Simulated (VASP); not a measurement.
An input for Ansatz (written as the equivalent of a VASP run, and not itself run):

Ansatz 0.2 input:
```yaml
crystal:
  lattice:
    - [3.3340060, 0.0000000, 0.0000000]
    - [-1.6670030, 2.8873340, 0.0000000]
    - [0.0000000, 0.0000000, 3.2538250]
  atoms:
    - { symbol: Mn, position: [0.0000000, 0.0000000, 0.0000000], spin: 4 }
    - { symbol: Ge, position: [0.6666670, 0.3333330, 0.5000000] }
kpoints:
  mp_grid: { grid: [11, 11, 10] }
hamiltonian:
  xc: pbesol
  pseudopotentials: { kind: paw }
magnetization: { spin_polarized: true }
scf:
  occupations: { method: methfessel_paxton, width: 0.1 }
  max_iter: 100
relax:
  max_steps: 60
  f_tol: 0.01
  cell: {}
output: { forces: true, stress: true, eigenvalues: true }
```

### Question
Write the VASP files for the same calculation (PBEsol).

### Answer
This is not unique; one that fits is 
KPOINTS:
```
Automatic mesh
0
G
  11 11 10
```

File POSCAR:
```
MnGe
1
    3.3340060000     0.0000000000     0.0000000000
   -1.6670030000     2.8873340000     0.0000000000
    0.0000000000     0.0000000000     3.2538250000
Mn Ge
1 1
Direct
  0.0000000000   0.0000000000   0.0000000000
  0.6666670000   0.3333330000   0.5000000000
```

### INCAR
```
! general
SYSTEM  = MnGe
PREC    = Accurate
ENCUT   = 400
LREAL   = .FALSE.
LASPH   = .TRUE.

! electronic loop
EDIFF   = 1E-6
NELM    = 100
ALGO    = Normal
LMAXMIX = 4

! smearing
ISMEAR  = 1
SIGMA   = 0.1

! functional
GGA     = PS

! spin
ISPIN   = 2
MAGMOM  = 4.0 0.0

! ions
IBRION  = 2
NSW     = 60
ISIF    = 3
EDIFFG  = -0.01

! output
LWAVE   = .FALSE.
LCHARG  = .FALSE.
LORBIT  = 10
```

POTCAR, in this order: Mn_pv Ge_d (PBE.64 set). Program: vasp_std.

Limits of the translation: each code has its own PAW files, so the cut-off isn't converted (ENCUT is set for VASP's; basis.ecutwfc is left out, and Ansatz then takes the one that its files recommend); Ansatz stops its SCF on the density residual and VASP on the energy change (EDIFF).

The structure was generated: MnGe was put into the WC type (P-6m2), which need not be its known phase. This run relaxes it. Symmetry was kept, so distortions that lower it aren't found.
